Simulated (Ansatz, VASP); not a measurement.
# Ca6Zn4Cr4Si17O50 (glassy 59SiO2-21CaO-14ZnO-7Cr2O3 (mol %)): VASP beside Ansatz, part 2 of 2

One calculation is typed for both programs; each brings its own data sets. How far apart do they land? The structure shown is the start of the Ansatz relaxation below; VASP solves that cell, so the two are compared at the walk's first step.

VASP 6.6.1 and Ansatz 0.2.0.

So far: Set-up; Ansatz: relaxation, PBE.

## (3) VASP: single point, PBE, start cell

Level of this step: PBE, spin-polarised from a ferrimagnetic start; plane waves and PAW (Si, Ca_sv, Zn, Cr_pv, O) (VASP).

The same cell, functional, mesh and smearing now go to VASP, with its own data sets.

Lines of VASP's logs that name or quote its potential files are left out, and so is its time.

The input, INCAR:

```
SYSTEM = Ca6Zn4Cr4Si17O50
PREC = Accurate
ENCUT = 520
EDIFF = 1E-06
NELM = 200
ISMEAR = 0
SIGMA = 0.025
LREAL = Auto
ALGO = Normal
GGA = PE
NBANDS = 320
ISPIN = 2
MAGMOM = 0 0 0 0 -0 0 0 0 0 0 0 0 0 0 0 -0 0 -0 0 0 -0 0 -0 0 -0 0 0 -2.14 2.19 2.19 2.31 0 0 0 0 0 -0 0 0.04 0 0 0.01 -0 0 -0.01 0.03 0 0 0 -0 0 0 -0 0 0 -0 -0 0.02 -0 -0.01 0 0 0 0 -0 0 0.03 -0 0 0 -0 -0.05 -0 0 0 0 -0 0 0.01 -0 0
LASPH = .TRUE.
LMAXMIX = 4
LORBIT = 11
LWAVE = .FALSE.
LCHARG = .FALSE.
ISIF = 2
GGA_COMPAT = .FALSE.
NCORE = 2
```

The input, POSCAR:

```
Ca6Zn4Cr4Si17O50
1.0
   10.1498300000      0.0000000000      0.0000000000
    0.0000000000     10.1498300000      0.0000000000
    0.0000000000      0.0000000000     10.1498300000
Si Ca Zn Cr O
17 6 4 4 50
Direct
    0.2639157503      0.1466625549      0.9920954341
    0.8360238546      0.5679503992      0.9691492370
    0.4612195475      0.1473916312      0.3391780946
    0.1515197791      0.5962070301      0.0260299926
    0.4092679385      0.5561472458      0.5236442384
    0.7246131216      0.5134371709      0.5286689531
    0.7405247181      0.2152942463      0.4522440277
    0.0721982536      0.1034105990      0.7528993096
    0.8872857969      0.9137098848      0.1643968421
    0.9745778993      0.5865122864      0.6396560336
    0.4903333356      0.0109755533      0.8254522490
    0.2379448720      0.8626351377      0.1209872481
    0.7715695731      0.9224982093      0.5460387021
    0.6214094226      0.0495870374      0.0937454125
    0.7773332164      0.6483753915      0.2494426015
    0.9643018652      0.1908307824      0.2399646102
    0.4321057594      0.5046586987      0.9497696021
    0.2253732329      0.7990281611      0.7131942111
    0.7207017260      0.2520830398      0.8020035804
    0.6274292279      0.7220810595      0.7327905985
    0.3877404843      0.2591176404      0.7045142628
    0.1307115489      0.3789620122      0.4971314790
    0.0193402254      0.3467841333      0.8856601539
    0.4502242895      0.6596859258      0.2316294953
    0.4348151644      0.8829803061      0.5302256294
    0.5512604645      0.7770967593      0.0432716607
    0.7781805213      0.3352568467      0.0847009260
    0.1814611673      0.0583655096      0.4461552558
    0.3180742929      0.4011692807      0.2137769795
    0.0408972367      0.7832446455      0.3963416136
    0.9358284819      0.8464575269      0.8347233402
    0.7630472629      0.5772116380      0.3859769080
    0.2340630336      0.0230053114      0.0830555783
    0.5863447959      0.1981905116      0.4139182627
    0.7789588594      0.6988097338      0.9154439040
    0.3845384603      0.8105653001      0.1399629353
    0.9572278550      0.0291039357      0.2417281866
    0.4951412979      0.3833758792      0.8663987476
    0.2827830614      0.2781819991      0.0700996963
    0.6658436644      0.1851755153      0.0380991603
    0.7962596418      0.5432603305      0.1252927389
    0.0831442497      0.9568436122      0.7919245938
    0.1693427378      0.5280088435      0.1661505661
    0.9533164595      0.2599945024      0.0971641890
    0.1554607319      0.1473620740      0.6108575218
    0.8748816483      0.8551079181      0.4615545285
    0.6367495810      0.7279235219      0.2094419315
    0.7790672356      0.0770653302      0.5121957708
    0.5118312326      0.0789569875      0.2089591648
    0.5690538659      0.1076865327      0.7275097218
    0.0446411418      0.6050938784      0.4952890837
    0.0151135536      0.7022777721      0.7306624840
    0.0122662153      0.4463720082      0.6857651803
    0.3897602226      0.5424819923      0.3649519253
    0.1552932414      0.1741309953      0.8833645490
    0.9320254625      0.1598450417      0.7594807007
    0.3736220213      0.7009477006      0.5655168609
    0.9374639772      0.8858867587      0.0230447209
    0.3793758122      0.0326409408      0.4287559496
    0.0815087543      0.2159050940      0.3408727043
    0.5767091666      0.9628043031      0.9592672981
    0.4449434128      0.5008458270      0.1117752711
    0.3579271771      0.2591077880      0.3284389985
    0.3850015222      0.1015090893      0.8984189883
    0.7896782508      0.4286278686      0.9079856510
    0.1835203151      0.7516776143      0.0191825873
    0.1644461040      0.8450387839      0.2588910356
    0.3318971845      0.4401847125      0.5941380299
    0.7399040181      0.9783020996      0.1569977034
    0.7462489520      0.3597892773      0.5267970005
    0.5031118748      0.6365426810      0.9116408846
    0.1405343735      0.8885567542      0.5112992040
    0.8962908738      0.7581407767      0.2324275382
    0.2683197650      0.5325606439      0.9322619197
    0.8140037813      0.5926601726      0.6332224284
    0.0069163720      0.5639010703      0.9697994942
    0.8299449350      0.2466346727      0.3108032351
    0.5713494709      0.5412208874      0.5588369460
    0.8082204332      0.8944977404      0.7036669580
    0.6330746426      0.8534428655      0.5306985437
    0.4274061733      0.9023796458      0.7422981469
```

The input, KPOINTS:

```
Automatic mesh
0
Gamma
1 1 1
0 0 0
```

Potentials, in the order of the species: Si, Ca_sv, Zn, Cr_pv and O (PBE family, release 64).

The run is started by

```sh
$ mpirun -np 8 vasp_gam
```

Numbers of over 12 decimals in the logs are rounded to 6 here.

Log:

```text
[banner, memory and clock lines left out]
running    8 mpi-ranks, on    1 nodes
[...]
LDA part: xc-table for (Slater+PW92), standard interpolation
 POSCAR, INCAR and KPOINTS ok, starting setup
[...]
entering main loop
       N       E                     dE             d eps       ncg     rms          rms(c)
DAV:   1     0.784547846396E+04    0.78455E+04   -0.28655E+05  1280   0.183E+03
DAV:   2     0.704629150272E+03   -0.71408E+04   -0.66720E+04  1376   0.526E+02
DAV:   3    -0.588435166487E+03   -0.12931E+04   -0.12417E+04  1384   0.228E+02
DAV:   4    -0.689774021713E+03   -0.10134E+03   -0.99302E+02  1584   0.686E+01
[...]
DAV:   8    -0.629268292369E+03   -0.30259E+02   -0.58369E+02  1664   0.462E+01    0.541E+01
DAV:   9    -0.647805287149E+03   -0.18537E+02   -0.92889E+01  1656   0.306E+01    0.773E+01
DAV:  10    -0.593481641287E+03    0.54324E+02   -0.42715E+01  1472   0.324E+01    0.357E+01
[... 121 further cycles ...]
DAV: 132    -0.589875547660E+03    0.82328E-03   -0.11991E-04  2224   0.698E-02    0.565E-01
DAV: 133    -0.589875070348E+03    0.47731E-03   -0.21075E-04  1800   0.603E-02    0.424E-01
DAV: 134    -0.589874767053E+03    0.30330E-03   -0.14687E-04  1848   0.658E-02    0.156E-01
DAV: 135    -0.589874974072E+03   -0.20702E-03   -0.13964E-04  1624   0.515E-02    0.353E-01
[...]
DAV: 139    -0.589874769392E+03    0.50702E-05   -0.52896E-06  1392   0.872E-03    0.109E-01
DAV: 140    -0.589874760152E+03    0.92395E-05   -0.27775E-06  1088   0.110E-02    0.482E-02
DAV: 141    -0.589874760730E+03   -0.57787E-06   -0.52206E-06  1344   0.728E-03
   1 F= -.58987476E+03 E0= -.58987346E+03  d E =-.260498E-02  mag=     5.9292
```

Parts of OUTCAR (step 3):

```text
  Total       34.1294208     41.0693943     25.7529913     -1.3795630      7.4305696      4.1422234
  in kB       52.2953646     62.9292529     39.4604433     -2.1138580     11.3856122      6.3469898
  external PRESSURE =      51.5616869 kB  Pullay stress =       0.0000000 kB

 POSITION                                       TOTAL-FORCE (eV/Angst)
 -----------------------------------------------------------------------------------
      2.67870      1.48860     10.06960         1.342679     -0.119526      1.320954
      8.48550      5.76460      9.83670         1.998045      0.003508      0.450506
      4.68130      1.49600      3.44260        -0.837627     -2.248906      0.346079
      1.53790      6.05140      0.26420         1.961535     -0.470382      0.607932
[...]
9.45990      1.62240      7.70860        -2.474092      2.354353      0.452771
      3.79220      7.11450      5.73990        -0.454573      2.114217      1.088968
      9.51510      8.99160      0.23390         0.916800      0.097149     -2.987767
      3.85060      0.33130      4.35180        -0.912286      0.226166      0.424559
      0.82730      2.19140      3.45980         1.740206      0.349115      1.500402
      5.85350      9.77230      9.73640        -0.000953     -1.432321      0.317246
      4.51610      5.08350      1.13450        -0.022067     -0.963495      1.054216
      3.63290      2.62990      3.33360        -1.647403      2.096320     -0.133219
      3.90770      1.03030      9.11880        -0.601218      1.076313     -0.189089
[...]
-----------------------------------------------------------------------------------
    total drift:                               -0.005027      0.018481      0.029270

  FREE ENERGIE OF THE ION-ELECTRON SYSTEM (eV)
  ---------------------------------------------------
  free  energy   TOTEN  =      -589.8747607300 eV

  energy  without entropy=     -589.8721557484  energy(sigma->0) =     -589.87345824

 magnetization (x)
# of ion       s       p       d       tot
------------------------------------------
    1       -0.001   0.001   0.000   0.000
    2        0.000   0.000   0.000   0.000
    3        0.001   0.002   0.000   0.003
    4        0.002   0.004   0.000   0.006
    5        0.000  -0.000   0.000  -0.000
    6        0.000   0.000   0.000   0.000
    7        0.000   0.000   0.000   0.000
    8        0.001   0.001   0.000   0.002
    9        0.002   0.002   0.000   0.004
   10        0.003   0.005   0.000   0.008
   11        0.000   0.000   0.000   0.000
   12        0.002   0.002   0.000   0.004
   13        0.001   0.003   0.000   0.004
[...]
--------------------------------------------------
tot          0.071   0.096   5.400   5.566

[... 3 further parts left out ...]
[key lines of the parts left out:]
E-fermi :   3.8258
```

The magnetic state follows from one typed start and may not be the lowest.

## (4) Comparison

Known differences besides the potentials themselves: VASP starts from the moments at which Ansatz ended; the data sets hold 532 valence electrons in Ansatz (on its default PAW (the set named soft_2) files) and 524 in VASP; the cutoff is 420 eV in Ansatz and 520 eV in VASP (PREC = Accurate, projectors in real space). Total energies have different zeros and are not compared.

Forces on 10 of the 81 atoms, those with the largest forces and the largest differences (eV/Å; atoms numbered as in POSCAR):

```
atom          Ansatz x, y, z            VASP x, y, z
Si11     2.242, 2.625, 0.956     2.257, 2.614, 1.000
Si15   -2.363, 2.193, -1.969   -2.346, 2.177, -1.941
Cr28  -0.202, -1.218, -0.491  -0.211, -1.177, -0.576
 O35   -0.273, 1.899, -1.524   -0.300, 1.994, -1.551
 O40    0.976, 2.895, -1.653    0.965, 2.930, -1.692
 O46   3.737, -2.287, -2.606   3.783, -2.317, -2.643
 O52     1.025, 2.865, 2.172     1.028, 2.898, 2.209
 O56    -2.383, 2.326, 0.457    -2.474, 2.354, 0.453
 O71    1.643, 3.240, -0.934    1.654, 3.272, -0.965
 O81  -1.467, -3.367, -1.565  -1.485, -3.413, -1.584
```

The forces differ by 30 meV/Å r.m.s., which is 2.4 % of the r.m.s. force of 1.287 eV/Å (both taken over all components). VASP's last cycles still show a density residual of 5e-03, so its state may not be settled. Moments aren't recorded for both runs of this pair, so they may hold unlike magnetic states.

## (5) Results

| Quantity | Value |
| --- | --- |
| r.m.s. force difference (single point, PBE, start cell) | 2.4 % of the r.m.s. force |

What this shows: The r.m.s. force difference is 2.4 % of the r.m.s. force (single point, PBE, start cell), within the 3 % picked in this series as the mark of a large difference. The data sets hold unlike numbers of valence electrons (532 in Ansatz and 524 in VASP), so part of the differences comes from the potentials. VASP runs on this material, other cells of it included, that failed, so that no pair exists: single point, PBE (timeout). Such differences can come from data sets, numerical settings and the points named under the comparisons, not from the functional's error against experiment.

[Lines on the potential files, build, host, timing and source positions are cut from VASP's logs without a mark.]

[Logs are printed without paths, hosts, clocks, repeated set-up lines and the standing remarks that a program may print on its own settings, such as how far it seeks lower states.]

[Hosts, paths, dates, database ids (printed as entryN), source tags and the programs' standing remarks are cut or masked in the printed files.]
